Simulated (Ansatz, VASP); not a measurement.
## VIBr (1T-VBrI monolayer): VASP beside Ansatz

Wanted: the spread between two codes on one cell, functional and k mesh. The structure shown is the start of the Ansatz relaxation below; VASP solves that cell, so the two are compared at the walk's first step.

Calculated with Ansatz 0.2.0; plane waves, with VASP 6.6.1 beside it; single point at PBE with D4, DFT+U.

**1. The starting structure**

The cell holds 3 atoms: 1 I, 1 V and 1 Br. Its edges and angles: a = 3.908 Å, b = 3.908 Å, c = 30.196 Å, α = 90.0°, β = 90.0°, γ = 120.0°. Vacuum lies along c. The height across the vacuum is the one that the program set for its solve, not the one typed.

Coordinates:

```cif
data_structure
_symmetry_space_group_name_H-M 'P 1'
_symmetry_Int_Tables_number 1
_cell_length_a 3.9077
_cell_length_b 3.9077
_cell_length_c 30.1958
_cell_angle_alpha 90.000
_cell_angle_beta 90.000
_cell_angle_gamma 120.000
_cell_volume 399.31
loop_
_atom_site_label
_atom_site_type_symbol
_atom_site_fract_x
_atom_site_fract_y
_atom_site_fract_z
_atom_site_occupancy
I1 I 0.66667 0.33333 0.29806 1
V2 V 0.00000 0.00000 0.35645 1
Br3 Br 0.33333 0.66667 0.40396 1
```

**2. Ansatz: relaxation, PBE with D4, DFT+U**

Ansatz runs on its default PAW (the set named soft_2) files.

The two programs are compared at the cell with which this relaxation starts, whose forces are those of its first step.

Input file input.yaml:

```yaml
crystal:
  lattice:
    - [3.9076655, 0.0, 0.0]
    - [-1.95383275, 3.3841375925, 0.0]
    - [0.0, 0.0, 21.1978810873]
  atoms:
    - { symbol: I, position: [0.6666666667, 0.3333333333, 0.4245707372] }
    - { symbol: V, position: [0.0, 0.0, 0.507759672], spin: 1.0 }
    - { symbol: Br, position: [0.3333333333, 0.6666666667, 0.5754292628] }
  periodic: [true, true, false]
magnetization:
  spin_polarized: true
kpoints:
  mp_grid: { grid: [12, 12, 1] }
hamiltonian:
  xc: pbe
  dispersion: d4
  hubbard: { sites: [{ species: V, l: d, u_eff: 2.0 }] }
scf:
  occupations: { method: fermi_dirac, width: 0.05 }
  convergence: { dr2_threshold: 1.0e-09 }
relax:
  f_tol: 0.004
  max_steps: 90
  cell: {}
output:
  write_potential: true
  write_density: true
  volumetric_format: npy
```

The run is started by

```
ansatz run input.yaml --threads 4 --pin off --max-ram 6144MiB --backend cpu --events-out ev --progress --plain --runs-dir out
```

Numbers of over 12 decimals in the logs are rounded to 6 here.

What it wrote:

```text
Warning: crystal.periodic: the lattice vector that does not repeat stood 0.000° off the slab's normal, 21.198 Å along it as the deck builds it. The run solves the slab on a vector along the normal, 30.196 Å long, with every atom where it was (on the deck's vector they left 18.00 Å outside them, and the widest stretch free of ions among them is 1.76 Å). A fractional position that the run reports is one of the run's ce [...]
Warning: relax.cell: scf.convergence.dr2_threshold = 1e-9 eV is looser than the 1.72231598621e-10 eV advised for a relaxation that steers and ends on the stress (1e-10 eV for each atom of the cell: 3, times the square of relax.cell.stress_2d_tol = 0.05 N/m over 13.2 Å (the atoms' height at the walk's start and 5 Å past either face), 3.788e-2 GPa, over a crystal's default 0.05). What an SCF threshold leaves in a stress goes as its square root, and in the free energy as the threshold itself, and one threshold admits the most on a small cell: [figures from the program's tests cut] Set scf.convergence.dr2_threshold to 1.72231598621e-10 eV or tighter. [rest of the remark cut]
crystal.periodic: the lattice vector that does not repeat stood 0.000° off the slab's normal, 21.198 Å along it as the deck builds it. The run solves the slab on a vector along the normal, 30.196 Å long, with every atom where it was (on the deck's vector they left 18.00 Å outside them, and the widest stretch free of ions among them is 1.76 Å). A fractional position that the run reports is one of the run's cell, which [...]
I: projections on atomic orbitals take those of the free atom [Kr] 4d10 5s2 5p5, of charge +0.00 (hamiltonian.pseudopotentials.projection_atoms); the dataset's partial waves leave at most 9.4e-6 of an orbital's norm unspanned inside its sphere
V: projections on atomic orbitals take those of the free atom [Ne] 3s2 3p6 3d3 4s2, of charge +0.00 (hamiltonian.pseudopotentials.projection_atoms); the dataset's partial waves leave at most 5.8e-7 of an orbital's norm unspanned inside its sphere
Br: projections on atomic orbitals take those of the free atom [Ar 3d10] 4s2 4p5, of charge +0.00 (hamiltonian.pseudopotentials.projection_atoms); the dataset's partial waves leave at most 2.8e-6 of an orbital's norm unspanned inside its sphere
Engine: ansatz 0.2.0, aarch64-unknown-linux-gnu
Pseudopotentials: kind: paw
Pseudopotential: I, paw, valence charge 17, recommended cutoff 420 eV (normal), I.paw.azcp
[...]
the weakly bound empty levels are not read free of the cell's end (hubbard_term)
Occupation matrices written to <dir>
--- The result so far, ahead of a search for a lower minimum behind the relaxation; the run's own can be another ---
--- Relaxed structure (5 steps of the walk, 5 accepted, 1 SCFs on fresh bases) ---
  F+E_penalty+E_count = -13210.37865283 eV   max|allowed force component| = 2.921e-3 eV/Å   (the final SCF, on the basis selected at the relaxed cell)
  cell:  # Å, volume = 410.5410 Å³
    - [3.962233, 0.0, 0]
    - [-1.981116, 3.431394, 0]
    - [0, 0, 30.195762]
  atoms:
    - { symbol: I, position: [0.666667, 0.333333, 0.300287] }
    - { symbol: V, position: [0, 0, 0.355596] }
    - { symbol: Br, position: [0.333333, 0.666667, 0.402587] }
--- Search for a lower minimum behind the relaxation: the rows below count on from the relaxation's ---
SCF iter   1: F=—  HF=-13208.308462 eV  |F-HF|=—  |Δ(HF+E_count)|=         —  Δρ=3.36e-2 (↑3.36e-2 ↓1.88e-2)  dr2=2.32e0  dr2_m=2.49e0  M=2.970 μB ∫|m|=3.047 μB  β_m=1.00  ethr=3.10e-3  ⟨swp⟩=15.6  Hψ=6842  notcnv=0
preconditioner: auto → none  [insulator: Δε(μ)=0.246 eV  Ē_g=7.297 eV  σ=0.050 eV  W_gap=0.79  n_scr=16 (ndim 8)  ℏωp=8.0 eV  f_vac=0.765  D(μ)=0.56/eV (n_scr^D=4)  ε∞_Penn≈2.2]
SCF iter   2: F=—  HF=-13209.281875 eV  |F-HF|=—  |Δ(HF+E_count)|=   9.73e-1  Δρ=8.92e-3 (↑8.92e-3 ↓5.12e-3)  dr2=1.19e0  dr2_m=2.59e-2  M=3.000 μB ∫|m|=3.114 μB  β_m=1.00  ethr=3.10e-3  ⟨swp⟩=4.8  Hψ=2324  notcnv=0
SCF iter   3: F=—  HF=-13209.757666 eV  |F-HF|=—  |Δ(HF+E_count)|=   4.76e-1  Δρ=5.04e-3 (↑5.04e-3 ↓4.17e-3)  dr2=8.92e-2  dr2_m=1.62e-2  M=3.000 μB ∫|m|=3.210 μB  β_m=1.00  ethr=3.10e-3  ⟨swp⟩=4.0  Hψ=2064  notcnv=0  defer=10
SCF iter   4: F=—  HF=-13210.040597 eV  |F-HF|=—  |Δ(HF+E_count)|=   2.83e-1  Δρ=3.40e-3 (↑3.40e-3 ↓2.48e-3)  dr2=3.90e-2  dr2_m=2.62e-3  M=3.000 μB ∫|m|=3.226 μB  β_m=1.00  ethr=2.41e-4  ⟨swp⟩=3.1  Hψ=1702  notcnv=0  defer=19
SCF iter   5: F=—  HF=-13210.206360 eV  |F-HF|=—  |Δ(HF+E_count)|=   1.66e-1  Δρ=6.33e-4 (↑6.33e-4 ↓4.19e-4)  dr2=7.32e-3  dr2_m=1.25e-4  M=3.000 μB ∫|m|=3.232 μB  β_m=0.30  ethr=1.05e-4  ⟨swp⟩=3.1  Hψ=1657  notcnv=0  defer=19
Mixer restart at iter 5: flushing history
spin-set hold released at iteration 5 (site moments contracting): the magnetisation degrees of freedom join the quasi-Newton model from the next iteration; the mixer history was flushed
SCF iter   6: F=—  HF=-13210.291814 eV  |F-HF|=—  |Δ(HF+E_count)|=   8.55e-2  Δρ=4.23e-4 (↑4.23e-4 ↓2.77e-4)  dr2=3.72e-3  dr2_m=6.53e-5  M=3.000 μB ∫|m|=3.224 μB  β_m=0.59  ethr=1.98e-5  ⟨swp⟩=3.5  Hψ=2017  notcnv=0  defer=19
SCF iter   7: F=—  HF=-13210.432900 eV  |F-HF|=—  |Δ(HF+E_count)|=   1.41e-1  Δρ=2.77e-3 (↑2.77e-3 ↓1.34e-3)  dr2=3.60e-1  dr2_m=2.99e-3  M=3.000 μB ∫|m|=3.258 μB  β_m=0.38  ethr=1.01e-5  ⟨swp⟩=4.6  Hψ=2699  notcnv=0  defer=20  recentre
SCF iter   8: F=—  HF=-13210.378383 eV  |F-HF|=—  |Δ(HF+E_count)|=   5.45e-2  Δρ=2.45e-4 (↑2.45e-4 ↓1.23e-4)  dr2=2.43e-4  dr2_m=9.75e-5  M=3.000 μB ∫|m|=3.222 μB  β_m=0.44  ethr=1.01e-5  ⟨swp⟩=4.8  Hψ=2682  notcnv=0  defer=21
SCF iter   9: F=—  HF=-13210.378620 eV  |F-HF|=—  |Δ(HF+E_count)|=   2.36e-4  Δρ=1.05e-4 (↑1.05e-4 ↓7.96e-5)  dr2=8.36e-5  dr2_m=1.76e-5  M=3.000 μB ∫|m|=3.220 μB  β_m=0.47  ethr=6.56e-7  ⟨swp⟩=2.7  Hψ=1811  notcnv=0  defer=20
SCF iter  10: F=—  HF=-13210.378641 eV  |F-HF|=—  |Δ(HF+E_count)|=   2.09e-5  Δρ=8.11e-5 (↑8.11e-5 ↓3.03e-5)  dr2=3.25e-5  dr2_m=9.70e-6  M=3.000 μB ∫|m|=3.220 μB  β_m=0.47  ethr=2.26e-7  ⟨swp⟩=2.9  Hψ=1512  notcnv=0  defer=20
SCF iter  11: F=—  HF=-13210.378647 eV  |F-HF|=—  |Δ(HF+E_count)|=   6.66e-6  Δρ=3.02e-5 (↑3.02e-5 ↓1.18e-5)  dr2=8.90e-7  dr2_m=1.44e-6  M=3.000 μB ∫|m|=3.218 μB  β_m=0.60  ethr=8.77e-8  ⟨swp⟩=2.8  Hψ=1369  notcnv=0  defer=20
SCF iter  12: F=—  HF=-13210.378652 eV  |F-HF|=—  |Δ(HF+E_count)|=   4.49e-6  Δρ=1.32e-5 (↑1.32e-5 ↓5.51e-6)  dr2=2.80e-7  dr2_m=2.91e-7  M=3.000 μB ∫|m|=3.218 μB  β_m=0.77  ethr=2.41e-9  ⟨swp⟩=3.0  Hψ=1881  notcnv=0  defer=20
SCF iter  13: F=—  HF=-13210.378653 eV  |F-HF|=—  |Δ(HF+E_count)|=   1.04e-6  Δρ=4.51e-6 (↑4.51e-6 ↓2.89e-6)  dr2=4.38e-7  dr2_m=1.72e-8  M=3.000 μB ∫|m|=3.217 μB  β_m=0.66  ethr=7.56e-10  ⟨swp⟩=3.0  Hψ=1875  notcnv=0  defer=20
SCF iter  14: F=—  HF=-13210.378653 eV  |F-HF|=—  |Δ(HF+E_count)|=   6.77e-8  Δρ=2.27e-6 (↑2.27e-6 ↓1.07e-6)  dr2=2.48e-8  dr2_m=6.38e-9  M=3.000 μB ∫|m|=3.217 μB  β_m=0.61  ethr=7.56e-10  ⟨swp⟩=2.9  Hψ=1752  notcnv=0  defer=20
SCF iter  15: F=—  HF=-13210.378653 eV  |F-HF|=—  |Δ(HF+E_count)|=   4.57e-9  Δρ=1.18e-6 (↑1.18e-6 ↓5.68e-7)  dr2=1.14e-8  dr2_m=2.27e-9  M=3.000 μB ∫|m|=3.217 μB  β_m=0.60  ethr=6.71e-11  ⟨swp⟩=3.2  Hψ=1954  notcnv=0  defer=20
SCF iter  16: F=—  HF=-13210.378653 eV  |F-HF|=—  |Δ(HF+E_count)|=  2.86e-10  Δρ=5.04e-7 (↑4.44e-7 ↓5.04e-7)  dr2=3.37e-9  dr2_m=7.26e-10  M=3.000 μB ∫|m|=3.217 μB  β_m=0.64  ethr=3.09e-11  ⟨swp⟩=2.9  Hψ=1402  notcnv=0  defer=20
SCF iter  17: F=-13210.378653 eV  HF=-13210.378653 eV  |F-HF|=1.56e-10  |Δ(HF+E_count)|=   1.16e-9  Δρ=3.11e-7 (↑3.11e-7 ↓1.96e-7)  dr2=2.64e-10  dr2_m=2.08e-10  M=3.000 μB ∫|m|=3.217 μB  ethr=2.70e-12  ⟨swp⟩=3.9  Hψ=2142  notcnv=0
SCF 1 converged in 17 iterations: F = -13210.378653 eV  dr2 = 2.64e-10
a single-point calculation of the run's input, under the relaxation's own `scf.mixing.negative_modes` where the relaxation goes by `scf.lower_state_search: light` itself or types `scf.max_iter`, was made at the relaxed geometry, from the atoms, in 17 SCF iterations in all. It converged +0.0 meV from the relaxation's final energy, with moments (-0.04, 2.62, -0.03 Bohr magnetons, atom by atom), which does not count as lower, and the relaxation's result stands. No further magnetic order was relaxed to its end, and one can end lower (see `relax.adjacent_minimum`).
SCF converged after 8 iterations
Magnetization: 3.0000 μB (20.0000 up, 17.0000 down)
Absolute magnetization: 3.2179 μB (∫|ρ↑−ρ↓|, with the PAW one-centre terms)
Spin contamination: 0.0236 ħ² per cell (⟨S²⟩ above its minimum at these occupations)
Per-site moments (μB) at R_I (Å): [(-0.041649, 1.168354), (2.619126, 1.110416), (-0.025600, 1.110416)]
Free energy (F): -13210.378653 eV
Harris-Foulkes:  -13210.378653 eV  (|F-HF|=3.73e-8)
Internal energy: -13210.378653 eV  (E = F + TS)
E sigma→0 (E₀):  -13210.378653 eV
Fermi energy:    -4.398019 eV
--- Per-component energies (eV) ---
  E_band       = -1085.387723
  E_kinetic    = 655.674839
  E_local      = -58702.635151  (includes V_loc(G=0)·N_el)
  E_nonlocal   = -58.497730
  E_hartree    = 29024.925697
  E_xc         = -520.645771
  E_vxc        = -394.292273  (∫ρ·V_xc dr)
  E_hubbard    = 0.669677  (on-site DFT+U / exact-exchange correction)
  E_vhub       = -2.380956  (the Hubbard potential's part of the band-sum identity)
  E_paw        = -8180.694164  (= ΣΔE_a)
  E_vpaw       = -633.108800  (= ΣTr[D̂ρ^β])
  E_aug_tail   = 0.000278  (compensation charges beyond the density's cutoff)
  E_ewald      = 24571.503961
  E_disp       = -0.680289  (pairwise vdW)
  E_smearing   = -0.000000  (= −TS)
  E_closure    = -0.000000  (closes the sum)
  Σ components = -13210.378653   (vs F -13210.378653, Δ=0.00e0)
--- Forces (eV/Å), atoms counted from 1 ---
  atom   1  I      0.00000000    -0.00000000     0.00033739
  atom   2  V     -0.00000000     0.00000000    -0.00292231
  atom   3  Br     0.00000000    -0.00000000     0.00258232
  max |Σ_I F_I| component: 2.59e-6 eV/Å
--- 2D stress c σ (N/m, compression-positive) ---
        0.020613      -0.000000      -0.000000
       -0.000000       0.020613       0.000000
       -0.000000       0.000000       0.000000
  P = ½ c Tr σ = 0.0206 N/m
--- Band table (eV; the first three rows and the last of 38) ---
  k-point 0 ↑: bands = ["-69.5788", "-50.0789", "-50.0789", "-50.0710", "-50.0710", "-50.0667", "-43.4754", "-43.4632", "-43.4632", "-20.5024", "-18.2507", "-9.9872", "-8.2956", "-8.2956", "-7.3882", "-6.5473", "-6.5473", "-6.1684", "-6.1684", "-6.0012", "-2.7601", "-2.7601", "-1.8992"]
  k-point 1 ↑: bands = ["-69.5787", "-50.0789", "-50.0788", "-50.0710", "-50.0710", "-50.0666", "-43.4752", "-43.4641", "-43.4634", "-20.4809", "-18.2166", "-9.9345", "-8.4810", "-8.2923", "-7.3158", "-6.9634", "-6.7141", "-6.1846", "-6.0518", "-5.8358", "-2.9329", "-2.7787", "-1.6441"]
  k-point 2 ↑: bands = ["-69.5786", "-50.0789", "-50.0785", "-50.0711", "-50.0709", "-50.0665", "-43.4748", "-43.4663", "-43.4639", "-20.4215", "-18.1199", "-9.7958", "-8.8607", "-8.2873", "-7.7485", "-7.1754", "-6.9844", "-6.2524", "-5.9182", "-5.7082", "-3.1288", "-2.8079", "-1.0684"]
  k-point 18 ↓: bands = ["-66.9724", "-50.0871", "-50.0870", "-50.0803", "-50.0801", "-50.0748", "-40.8908", "-40.8881", "-40.8881", "-20.1514", "-17.5921", "-9.4649", "-9.2649", "-9.1152", "-8.4294", "-7.9114", "-7.5961", "-1.7353", "-1.5642", "-1.5383", "-1.2567", "-1.2000", "0.6073"]
  the weakly bound empty levels are not read free of the cell's end (hubbard_term)
--- Relaxed structure (5 steps of the walk, 5 accepted, 1 SCFs on fresh bases) ---
  F+E_penalty+E_count = -13210.37865283 eV   max|allowed force component| = 2.921e-3 eV/Å   (the final SCF, on the basis selected at the relaxed cell)
  cell:  # Å, volume = 410.5410 Å³
    - [3.962233, 0.0, 0]
    - [-1.981116, 3.431394, 0]
    - [0, 0, 30.195762]
  atoms:
    - { symbol: I, position: [0.666667, 0.333333, 0.300287] }
    - { symbol: V, position: [0, 0, 0.355596] }
    - { symbol: Br, position: [0.333333, 0.666667, 0.402587] }
```

(Continued in part 2 of 2.)

[Lines on the potential files, build, host, timing and source positions are cut from VASP's logs without a mark.]

[Logs are printed without paths, hosts, clocks, repeated set-up lines and the standing remarks that a program may print on its own settings, such as how far it seeks lower states.]

[Hosts, paths, dates, database ids (printed as entryN), source tags and the programs' standing remarks are cut or masked in the printed files.]
